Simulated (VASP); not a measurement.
**Which native defect does ErNi form most easily?**

Which native defect is cheapest in ErNi, and how does that change with the growth condition? The start is a cell from a database of measured crystal structures.

Calculated with VASP 6.6.1; PBEsol, spin-polarised from a ferromagnetic start, 4f electrons in the core; plane waves and PAW (Er_3, Ni), in the first sound run; inputs show where later runs differ.

Most raw output is cut from this account.

**1. The host crystal**

The structure is orthorhombic, space group Pnma (No. 62). The conventional cell has a = 6.990 Å, b = 4.120 Å, c = 5.410 Å, α = 90.00°, β = 90.00°, γ = 90.00°. Nearest to Er lie 7 Ni at 2.81 to 2.95 Å. Nearest to Ni lie 2 Ni at 2.46 Å and 7 Er at 2.81 to 2.95 Å. Farther neighbours are not listed.

Coordinates:

```xyz
8
Lattice="6.9900 0.0000 0.0000 0.0000 4.1200 0.0000 0.0000 0.0000 5.4100" Properties=species:S:1:pos:R:3 pbc="T T T"
Er    5.7248    3.0900    4.7175
Er    4.7602    1.0300    2.0125
Er    2.2298    3.0900    3.3975
Er    1.2652    1.0300    0.6925
Ni    6.7314    3.0900    2.0829
Ni    3.7536    1.0300    4.7879
Ni    3.2364    3.0900    0.6222
Ni    0.2586    1.0300    3.3272
```

**2. The host at zero pressure**

First cell and atoms are relaxed at a raised cutoff, so that later runs start from this functional's own cell.

Contents of INCAR:

```
SYSTEM = ErNi
PREC = Accurate
ENCUT = 360
EDIFF = 1E-06
NELM = 120
ISMEAR = 1
SIGMA = 0.15
LREAL = .FALSE.
ALGO = Normal
GGA = PS
NBANDS = 54
ISPIN = 2
MAGMOM = 0 0 0 0 1 1 1 1
LMAXMIX = 6
LORBIT = 11
LWAVE = .FALSE.
LCHARG = .FALSE.
KPAR = 8
IBRION = 2
NSW = 40
ISIF = 3
EDIFFG = -0.02
POTIM = 0.4
```

Contents of POSCAR:

```
ErNi
1.0
    6.9900000000      0.0000000000      0.0000000000
    0.0000000000      4.1200000000      0.0000000000
    0.0000000000      0.0000000000      5.4100000000
Er Ni
4 4
Direct
    0.8190000000      0.7500000000      0.8720000000
    0.6810000000      0.2500000000      0.3720000000
    0.3190000000      0.7500000000      0.6280000000
    0.1810000000      0.2500000000      0.1280000000
    0.9630000000      0.7500000000      0.3850000000
    0.5370000000      0.2500000000      0.8850000000
    0.4630000000      0.7500000000      0.1150000000
    0.0370000000      0.2500000000      0.6150000000
```

Contents of KPOINTS:

```
Automatic mesh
0
Gamma
4 6 5
0 0 0
```

PAW data sets: Er_3 and Ni (PBE family, release 64).

Started as:

```sh
mpirun -np 8 vasp_std
```

Run time: 18 min. Hardware: 8 MPI ranks of Intel Xeon Platinum 8488C (Sapphire Rapids), shared host; peak memory 3.6 GiB; 2.4 h of CPU time.

The data set Er_3 holds the 4f electrons frozen in the core, so no f bands or f moments appear. The moments of the start collapse, so the state is non-magnetic; other starts or orders were not tried. The k-mesh is coarse for a metal. LASPH is off, so gradient terms of the non-spherical density inside the spheres are left out; for open d or f shells this can shift gaps and moments. The PAW data sets were made with PBE, which is usual practice but a small mismatch for other functionals. The run keeps the 8 symmetry operations of its start, so it cannot find a distortion of lower symmetry.

The steps of the relaxation:

| step | energy less that of the first step (eV) | largest force (eV/Å) | pressure (GPa) | volume (Å³) |
| --- | --- | --- | --- | --- |
| 1 | 0.0000 | 0.1779 | -4.08 | 155.80 |
| 2 | -0.0995 | 0.3230 | 1.18 | 147.02 |
| 3 | -0.1032 | 0.2980 | 0.07 | 148.38 |
| 4 | -0.1031 | 0.3007 | 0.28 | 148.22 |
| 5 | -0.1187 | 0.2307 | 0.32 | 147.95 |
| 6 | -0.1399 | 0.0702 | 0.31 | 147.11 |
| 7 | -0.1432 | 0.0657 | -0.46 | 148.02 |
| 8 | -0.1433 | 0.0658 | -0.33 | 148.07 |
| 9 | -0.1433 | 0.0649 | -0.43 | 148.17 |
| 10 | -0.1461 | 0.0491 | -0.26 | 147.93 |
| 11 | -0.1489 | 0.0294 | 0.00 | 147.55 |
| 12 | -0.1479 | 0.0569 | 0.48 | 146.77 |
| 13 | -0.1495 | 0.0365 | -0.02 | 147.29 |
| 14 | -0.1495 | 0.0408 | 0.10 | 147.16 |
| 15 | -0.1495 | 0.0392 | 0.11 | 147.21 |
| 16 | -0.1504 | 0.0291 | -0.02 | 147.34 |
| 17 | -0.1507 | 0.0223 | -0.09 | 147.42 |
| 18 | -0.1507 | 0.0125 | -0.26 | 147.59 |
| 19 | -0.1508 | 0.0153 | -0.19 | 147.52 |
| 20 | -0.1512 | 0.0135 | 0.12 | 147.00 |

| conventional cell, symmetrised | before | after | change |
| --- | --- | --- | --- |
| a (Å) | 6.990 | 6.744 | -3.5 % |
| b (Å) | 4.120 | 4.163 | +1.0 % |
| c (Å) | 5.410 | 5.236 | -3.2 % |
| volume (Å³/atom) | 19.48 | 18.37 | -5.6 % |

The atoms that moved most (Å, as changes of fractional coordinates times the final cell):

| atom | dx | dy | dz | length |
| --- | --- | --- | --- | --- |
| Ni5 | -0.002 | 0.000 | -0.074 | 0.074 |
| Ni7 | -0.002 | 0.000 | 0.074 | 0.074 |
| Ni6 | 0.002 | 0.000 | -0.074 | 0.074 |
| Ni8 | 0.002 | 0.000 | 0.074 | 0.074 |
| Er4 | -0.004 | 0.000 | 0.032 | 0.033 |
| Er1 | 0.004 | 0.000 | -0.032 | 0.033 |
| Er2 | -0.004 | 0.000 | -0.032 | 0.033 |
| Er3 | 0.004 | 0.000 | 0.032 | 0.033 |

The relaxed structure:

```cif
data_structure
_symmetry_space_group_name_H-M 'P 1'
_symmetry_Int_Tables_number 1
_cell_length_a 6.7444
_cell_length_b 4.1630
_cell_length_c 5.2356
_cell_angle_alpha 90.000
_cell_angle_beta 90.000
_cell_angle_gamma 90.000
_cell_volume 147.00
loop_
_atom_site_label
_atom_site_type_symbol
_atom_site_fract_x
_atom_site_fract_y
_atom_site_fract_z
_atom_site_occupancy
Er1 Er 0.81957 0.75000 0.86582 1
Er2 Er 0.68043 0.25000 0.36582 1
Er3 Er 0.31957 0.75000 0.63418 1
Er4 Er 0.18043 0.25000 0.13418 1
Ni5 Ni 0.96278 0.75000 0.37078 1
Ni6 Ni 0.53722 0.25000 0.87078 1
Ni7 Ni 0.46278 0.75000 0.12922 1
Ni8 Ni 0.03722 0.25000 0.62922 1
```

This step gave:

```
electronic cycles                               : 181
electrons                                       : 76
free energy (TOTEN)                             : -48.10 eV
energy at zero smearing                         : -48.10 eV
Fermi energy                                    : 5.269 eV
labelled metallic, from the levels on this mesh : yes
```

The spin moment in the PAW sphere vanishes on all atoms.

The run ended after 20 ionic steps, 0.151 eV below its first step, once forces and stress met EDIFFG = -0.02.

**3. Relax the host again, on a new basis**

The volume changed by more than 5 %, so the plane waves of the start no longer fit; a second relaxation removes that error.

INCAR, as its differences from that of step 2:

```diff
@@ -19,3 +19,3 @@
 IBRION = 2
-NSW = 40
+NSW = 30
 ISIF = 3
```

Contents of POSCAR:

```
ErNi
1.0
    6.7444469702      0.0000000000      0.0000000000
    0.0000000000      4.1629537996      0.0000000000
    0.0000000000      0.0000000000      5.2356056701
Er Ni
4 4
Direct
    0.8195748863      0.7500000000      0.8658195962
    0.6804251137      0.2500000000      0.3658195962
    0.3195748863      0.7500000000      0.6341804038
    0.1804251137      0.2500000000      0.1341804038
    0.9627751605      0.7500000000      0.3707825257
    0.5372248395      0.2500000000      0.8707825257
    0.4627751605      0.7500000000      0.1292174743
    0.0372248395      0.2500000000      0.6292174743
```

KPOINTS is that of step 2.

Started as:

```sh
mpirun -np 8 vasp_std
```

The job ended after 2.7 min (8 MPI ranks; peak memory 3.3 GiB).

Little changed from the start: no atom moved by 0.005 Å and no cell edge by 0.1 %.

Numbers from this step:

- electronic cycles: 30
- free energy (TOTEN): -48.09 eV
- energy at zero smearing: -48.09 eV
- Fermi energy: 5.249 eV

The run ended after 2 ionic steps, 0.000 eV below its first step, once forces and stress met EDIFFG = -0.02.

**4. The perfect supercell**

System of this step: ErNi. The structure is orthorhombic, space group Pnma (No. 62). The conventional cell has a = 6.751 Å, b = 4.167 Å, c = 5.239 Å, α = 90.00°, β = 90.00°, γ = 90.00°. Er has 7 Ni at 2.77 to 2.83 Å nearest. Nearest to Ni lie 2 Ni at 2.54 Å and 7 Er at 2.77 to 2.83 Å. Farther neighbours are not listed.

The same cell, mesh and cutoff without the defect give the energy to subtract and, in a gapped host, the band edges to count from, so that most errors cancel.

Contents of INCAR:

```
SYSTEM = ErNi
PREC = Normal
ENCUT = 300
EDIFF = 1E-05
NELM = 120
ISMEAR = 1
SIGMA = 0.2
LREAL = Auto
ALGO = Fast
GGA = PS
ISPIN = 2
MAGMOM = 0 0 0 0 0 0 0 0 0 0 0 0 0 0 0 0 1 1 1 1 1 1 1 1 1 1 1 1 1 1 1 1
LMAXMIX = 6
LORBIT = 11
LWAVE = .FALSE.
LCHARG = .FALSE.
KPAR = 4
NCORE = 2
```

Contents of POSCAR:

```
ErNi
1.0
   -6.7511349801      4.1667064228      5.2393083039
    6.7511349801     -4.1667064228      5.2393083039
    6.7511349801      4.1667064228     -5.2393083039
Er Ni
16 16
Direct
    0.8079567438      0.8427579114      0.7848011676
    0.3079567438      0.3427579115      0.7848011676
    0.3079567438      0.8427579114      0.2848011676
    0.8079567438      0.3427579115      0.2848011676
    0.3079567438      0.5231555762      0.4651988324
    0.8079567438      0.0231555762      0.4651988324
    0.8079567438      0.5231555762      0.9651988324
    0.3079567438      0.0231555762      0.9651988324
    0.6920432562      0.4768444238      0.5348011676
    0.1920432562      0.9768444238      0.5348011676
    0.1920432562      0.4768444238      0.0348011677
    0.6920432562      0.9768444238      0.0348011677
    0.1920432562      0.1572420886      0.2151988324
    0.6920432562      0.6572420885      0.2151988324
    0.6920432562      0.1572420885      0.7151988323
    0.1920432562      0.6572420886      0.7151988324
    0.5603609360      0.6667406305      0.8563796945
    0.0603609361      0.1667406305      0.8563796945
    0.0603609360      0.6667406306      0.3563796945
    0.5603609360      0.1667406305      0.3563796945
    0.5603609360      0.7039812416      0.3936203055
    0.0603609360      0.2039812415      0.3936203055
    0.0603609360      0.7039812416      0.8936203055
    0.5603609361      0.2039812415      0.8936203055
    0.4396390639      0.2960187585      0.6063796945
    0.9396390639      0.7960187584      0.6063796945
    0.9396390640      0.2960187585      0.1063796945
    0.4396390639      0.7960187584      0.1063796945
    0.4396390640      0.3332593695      0.1436203055
    0.9396390640      0.8332593694      0.1436203055
    0.9396390640      0.3332593694      0.6436203055
    0.4396390639      0.8332593694      0.6436203055
```

Contents of KPOINTS:

```
Automatic mesh
0
Gamma
4 4 4
0 0 0
```

Started as:

```sh
mpirun -np 8 vasp_std
```

Elapsed: 11 min, on 8 MPI ranks; peak memory 5.1 GiB; 1.5 h of CPU time.

Numbers from this step:

```
electronic cycles                                 : 26
electrons                                         : 304
free energy (TOTEN)                               : -192.3599 eV
energy at zero smearing                           : -192.3537 eV
Fermi energy                                      : 5.214 eV
moment of the cell, from the last line of the log : 0 μB
```

The spin moment in the PAW sphere vanishes on all atoms.

The host is treated as a metal, as its relaxation found a gap under 0.3 eV or none, and only the neutral defect is run.

**5. Reference Er**

This step: PBEsol, 4f electrons in the core; plane waves and PAW (Er_3) (VASP 6.6.1).

System of this step: Er. Symmetry: P6_3/mmc, No. 194, hexagonal system. The conventional cell has a = 3.560 Å, b = 3.560 Å, c = 5.589 Å, α = 90.00°, β = 90.00°, γ = 120.00°. Nearest to Er lie 12 Er at 3.47 to 3.56 Å.

The reference for Er is its crystal, relaxed at the cutoff of the large cell.

Contents of INCAR:

```
SYSTEM = Er
PREC = Normal
ENCUT = 300
EDIFF = 1E-05
NELM = 120
ISMEAR = 1
SIGMA = 0.1
LREAL = Auto
ALGO = Fast
GGA = PS
NBANDS = 15
LORBIT = 11
LWAVE = .FALSE.
LCHARG = .FALSE.
KPAR = 8
IBRION = 2
NSW = 25
ISIF = 3
EDIFFG = -0.02
POTIM = 0.4
```

Contents of POSCAR:

```
Er
1.0
    3.5600000000      0.0000000000      0.0000000000
   -1.7800000000      3.0830504375      0.0000000000
    0.0000000000      0.0000000000      5.5892000000
Er
2
Direct
    0.0000000000      0.0000000000      0.0000000000
    0.3333333333      0.6666666667      0.5000000000
```

Contents of KPOINTS:

```
Automatic mesh
0
Gamma
9 9 5
0 0 0
```

PAW data sets: Er_3 (PBE family, release 64).

Started as:

```sh
mpirun -np 8 vasp_std
```

Elapsed: 5.6 s, on 8 MPI ranks; peak memory 0.99 GiB.

The run keeps the 24 symmetry operations of its start, so it cannot find a distortion of lower symmetry.

Relaxation path:

| step | energy less that of the first step (eV) | largest force (eV/Å) | pressure (GPa) | volume (Å³) |
| --- | --- | --- | --- | --- |
| 1 | 0.0000 | 0.0000 | -2.21 | 61.35 |
| 2 | -0.0229 | 0.0000 | -0.10 | 58.39 |
| 3 | -0.0230 | 0.0000 | -0.06 | 58.28 |

| conventional cell, symmetrised | before | after | change |
| --- | --- | --- | --- |
| a (Å) | 3.560 | 3.506 | -1.5 % |
| b (Å) | 3.560 | 3.506 | -1.5 % |
| c (Å) | 5.589 | 5.474 | -2.1 % |
| volume (Å³/atom) | 30.67 | 29.14 | -5.0 % |

The relaxed structure:

```xyz
2
Lattice="3.5062 0.0000 0.0000 -1.7531 3.0365 0.0000 0.0000 0.0000 5.4743" Properties=species:S:1:pos:R:3 pbc="T T T"
Er    0.0000    0.0000    0.0000
Er    0.0000    2.0243    2.7372
```

This step gave:

```
electronic cycles       : 24
electrons               : 18
free energy (TOTEN)     : -9.842 eV
energy at zero smearing : -9.842 eV
Fermi energy            : 3.069 eV
```

The run ended after 3 ionic steps, 0.023 eV below its first step, once forces and stress met EDIFFG = -0.02.

Energy at zero smearing: -9.84246 eV.

**6. Reference Ni**

This step: PBEsol, spin-polarised from a ferromagnetic start (one magnetic atom a cell); plane waves and PAW (Ni) (VASP 6.6.1).

System of this step: Ni. It takes space group Fm-3m (No. 225, cubic). Conventional cell: a = 3.520 Å, b = 3.520 Å, c = 3.520 Å, α = 90.00°, β = 90.00°, γ = 90.00°. Ni has 12 Ni at 2.49 Å nearest.

The reference for Ni is its crystal, relaxed at the cutoff of the large cell.

INCAR, as its differences from that of step 5:

```diff
@@ -1,2 +1,2 @@
-SYSTEM = Er
+SYSTEM = Ni
 PREC = Normal
@@ -10,3 +10,6 @@
 GGA = PS
-NBANDS = 15
+NBANDS = 12
+ISPIN = 2
+MAGMOM = 0.7
+LMAXMIX = 4
 LORBIT = 11
```

Contents of POSCAR:

```
Ni
1.0
    0.0000000000      1.7600000000      1.7600000000
    1.7600000000      0.0000000000      1.7600000000
    1.7600000000      1.7600000000      0.0000000000
Ni
1
Direct
    0.0000000000      0.0000000000      0.0000000000
```

Contents of KPOINTS:

```
Automatic mesh
0
Gamma
13 13 13
0 0 0
```

PAW data sets: Ni (PBE family, release 64).

Started as:

```sh
mpirun -np 8 vasp_std
```

It took 4.8 s on 8 MPI ranks; peak memory 0.84 GiB.

The cell holds one magnetic atom, so no antiferromagnetic order fits into it. The run keeps the 48 symmetry operations of its start, so it cannot find a distortion of lower symmetry.

The steps of the relaxation:

| step | energy less that of the first step (eV) | largest force (eV/Å) | pressure (GPa) | volume (Å³) |
| --- | --- | --- | --- | --- |
| 1 | 0.0000 | 0.0000 | -10.57 | 10.90 |
| 2 | -0.0095 | 0.0000 | 7.91 | 10.02 |
| 3 | -0.0183 | 0.0000 | -0.20 | 10.37 |

| conventional cell, symmetrised | before | after | change |
| --- | --- | --- | --- |
| a (Å) | 3.520 | 3.462 | -1.7 % |
| b (Å) | 3.520 | 3.462 | -1.7 % |
| c (Å) | 3.520 | 3.462 | -1.7 % |
| volume (Å³/atom) | 10.90 | 10.37 | -4.9 % |

The relaxed structure:

```cif
data_structure
_symmetry_space_group_name_H-M 'P 1'
_symmetry_Int_Tables_number 1
_cell_length_a 2.4479
_cell_length_b 2.4479
_cell_length_c 2.4479
_cell_angle_alpha 60.000
_cell_angle_beta 60.000
_cell_angle_gamma 60.000
_cell_volume 10.37
loop_
_atom_site_label
_atom_site_type_symbol
_atom_site_fract_x
_atom_site_fract_y
_atom_site_fract_z
_atom_site_occupancy
Ni1 Ni 0.00000 0.00000 0.00000 1
```

Numbers from this step:

```
electronic cycles                                 : 27
electrons                                         : 10
free energy (TOTEN)                               : -6.148 eV
Fermi energy                                      : 9.898 eV
moment of the cell, from the last line of the log : 0.6237 μB
```

Spin moment in the PAW sphere by atom:

| atom | spin moment in the PAW sphere (μB) |
| --- | --- |
| Ni1 | 0.629 |

The run ended after 3 ionic steps, 0.018 eV below its first step, once forces and stress met EDIFFG = -0.02.

Energy at zero smearing: -6.14838 eV.

**7. Relaxing the defect, 31 atoms, defect Er vacancy**

This step: PBEsol, spin-polarised from a ferromagnetic start, 4f electrons in the core; plane waves and PAW (Er_3, Ni) (VASP 6.6.1).

System of this step: Er15Ni16. The cell holds 31 atoms: 15 Er and 16 Ni. Cell: a = 9.507 Å, b = 9.507 Å, c = 9.507 Å, α = 89.5°, β = 128.0°, γ = 113.1°. It derives from ErNi. Nearest the centre at fractional (0.808, 0.843, 0.785): Ni16 at 2.77 Å, Ni25 at 2.78 Å, Ni17 at 2.82 Å, Ni20 at 2.82 Å, Ni22 at 2.82 Å, Ni31 at 2.83 Å, Ni29 at 2.83 Å, Er6 at 3.48 Å.

The host is treated as a metal, since its gap is under 0.3 eV or closed. The run keeps 2 symmetry operations, which cuts the number of k-points but bars distortions that break them. The atoms relax at the host's fixed cell.

Contents of INCAR:

```
SYSTEM = Er15Ni16
PREC = Normal
ENCUT = 300
EDIFF = 1E-05
NELM = 120
ISMEAR = 1
SIGMA = 0.2
LREAL = Auto
ALGO = Fast
GGA = PS
ISPIN = 2
MAGMOM = 0 0 0 0 0 0 0 0 0 0 0 0 0 0 0 1 1 1 1 1 1 1 1 1 1 1 1 1 1 1 1
LMAXMIX = 6
LORBIT = 11
LWAVE = .FALSE.
LCHARG = .TRUE.
KPAR = 4
NCORE = 2
IBRION = 2
NSW = 50
ISIF = 2
EDIFFG = -0.03
POTIM = 0.4
MAXMIX = 40
ISYM = 2
```

Contents of POSCAR:

```
Er15Ni16
1.0
   -6.7511349801      4.1667064228      5.2393083039
    6.7511349801     -4.1667064228      5.2393083039
    6.7511349801      4.1667064228     -5.2393083039
Er Ni
15 16
Direct
    0.3079567400      0.3427579100      0.7848011700
    0.3079567400      0.8427579100      0.2848011700
    0.8079567400      0.3427579100      0.2848011700
    0.3079567400      0.5231555800      0.4651988300
    0.8079567400      0.0231555800      0.4651988300
    0.8079567400      0.5231555800      0.9651988300
    0.3079567400      0.0231555800      0.9651988300
    0.6920432600      0.4768444200      0.5348011700
    0.1920432600      0.9768444200      0.5348011700
    0.1920432600      0.4768444200      0.0348011700
    0.6920432600      0.9768444200      0.0348011700
    0.1920432600      0.1572420900      0.2151988300
    0.6920432600      0.6572420900      0.2151988300
    0.6920432600      0.1572420900      0.7151988300
    0.1920432600      0.6572420900      0.7151988300
    0.5603609400      0.6667406300      0.8563796900
    0.0603609400      0.1667406300      0.8563796900
    0.0603609400      0.6667406300      0.3563796900
    0.5603609400      0.1667406300      0.3563796900
    0.5603609400      0.7039812400      0.3936203100
    0.0603609400      0.2039812400      0.3936203100
    0.0603609400      0.7039812400      0.8936203100
    0.5603609400      0.2039812400      0.8936203100
    0.4396390600      0.2960187600      0.6063796900
    0.9396390600      0.7960187600      0.6063796900
    0.9396390600      0.2960187600      0.1063796900
    0.4396390600      0.7960187600      0.1063796900
    0.4396390600      0.3332593700      0.1436203100
    0.9396390600      0.8332593700      0.1436203100
    0.9396390600      0.3332593700      0.6436203100
    0.4396390600      0.8332593700      0.6436203100
```

Contents of KPOINTS:

```
Automatic mesh
0
Gamma
4 4 4
0 0 0
```

PAW data sets: Er_3 and Ni (PBE family, release 64).

Started as:

```sh
mpirun -np 8 vasp_std
```

It took 51 min on 8 MPI ranks; peak memory 6 GiB.

The steps of the relaxation:

| step | energy less that of the first step (eV) | largest force (eV/Å) |
| --- | --- | --- |
| 1 | 0.0000 | 0.3667 |
| 2 | -0.0293 | 0.3285 |
| 3 | -0.0774 | 0.2203 |

The atoms that moved most (Å):

| atom | dx | dy | dz | length |
| --- | --- | --- | --- | --- |
| Ni17 | 0.014 | 0.000 | 0.051 | 0.053 |
| Er14 | -0.028 | 0.027 | -0.018 | 0.043 |
| Er12 | -0.028 | -0.027 | -0.018 | 0.043 |
| Er4 | 0.010 | 0.024 | 0.032 | 0.041 |
| Er6 | 0.010 | -0.024 | 0.032 | 0.041 |
| Er5 | 0.008 | 0.022 | -0.032 | 0.040 |
| Er7 | 0.008 | -0.022 | -0.032 | 0.040 |
| Ni25 | 0.023 | 0.000 | -0.018 | 0.029 |

The relaxed structure:

```xyz
31
Lattice="-6.7511 4.1667 5.2393 6.7511 -4.1667 5.2393 6.7511 4.1667 -5.2393" Properties=species:S:1:pos:R:3 pbc="T T T"
Er    5.5483    3.1250   -0.7093
Er    5.5336   -1.0417    4.5332
Er   -1.2145    3.1250    4.5316
Er    4.6031    1.0658    1.9489
Er   -2.1498    5.2304    1.8849
Er    4.6031    5.1842    1.9489
Er    4.6013    5.1863   -3.3545
Er    2.1598    3.1250    3.3267
Er    8.8879   -1.0417    3.3084
Er    2.1641   -1.0417    3.3247
Er    2.1566   -1.0417    8.5601
Er    1.1899    1.0143    0.6841
Er    1.2251    1.0381    5.9567
Er    1.1899    5.2357    0.6841
Er    7.9762    1.0452    0.7174
Ni    6.5070    3.1250    1.9621
Ni    6.5134    3.1250   -3.2459
Ni    6.4889   -1.0417    1.9353
Ni   -0.2460    3.1250    1.9318
Ni    3.6165    1.0400    4.5682
Ni    3.6242    1.0393   -0.6771
Ni   10.3677    1.0433   -0.6711
Ni    3.6242    5.2108   -0.6771
Ni    3.1190    3.1250    0.6865
Ni    3.1476    3.1250    5.8989
Ni   -3.6282    3.1250    5.9208
Ni    3.1332   -1.0417    5.9259
Ni    0.2451    1.0408    3.2884
Ni    0.2508    1.0358    8.5253
Ni    0.2451    5.2092    3.2884
Ni    7.0019    1.0475    3.2860
```

The stop cut the electronic loop of the last step short, so that step is set aside; the step before it may be unsound too where the loop had begun to diverge.

The run met its time limit with a largest force of 0.22 eV/Å at its last finished step, so it is continued.

(Part 1 of 2 ends here.)

[Lines on the potential files, build, host, timing and source positions are cut from VASP's logs without a mark.]

[Logs are printed without paths, hosts, clocks, repeated set-up lines and the standing remarks that a program may print on its own settings, such as how far it seeks lower states.]

[Hosts, paths, dates, database ids (printed as entryN), source tags and the programs' standing remarks are cut or masked in the printed files.]

[In band tables of VASP the shares of atoms and orbitals are scaled to a sum of 1 inside the atoms' spheres.]

[Runs that stopped without an error message from VASP are left out.]
